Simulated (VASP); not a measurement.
ZnS (zinc blende) relaxed at rising pressure, in one space group throughout; other phases were not tried. The pressures are those reached. Level of theory: PBE GGA, VASP's PBE PAW potentials (set 64) (plane waves; VASP).

```json
[
 {"P (GPa)": "-0.06", "V (Å³/atom)": "20.220", "k-mesh": "8×8×8"},
 {"P (GPa)": "4.97", "V (Å³/atom)": "18.978", "k-mesh": "9×9×9"},
 {"P (GPa)": "9.95", "V (Å³/atom)": "18.063", "k-mesh": "9×9×9"},
 {"P (GPa)": "20.03", "V (Å³/atom)": "16.716", "k-mesh": "9×9×9"},
 {"P (GPa)": "30.01", "V (Å³/atom)": "15.748", "k-mesh": "9×9×9"}
]
```

A change of mesh leaves a small step in the series.

Question: Fit an equation of state and predict the volume at 44.93 GPa.

Answer: Least squares on the third-order Birch-Murnaghan form, P = (3B0/2)(y⁷ − y⁵)[1 + (3/4)(B′ − 4)(y² − 1)] with y = (V0/V)^(1/3), gives V0 = 20.199 Å³/atom, B0 = 70 GPa and B′ = 4.4, and so 14.683 Å³/atom. The run gave 14.680 Å³/atom, -0.0 % from the fit.

Pressures at which the relaxation failed are left out.

The compound is ZnS in the zinc blende structure.
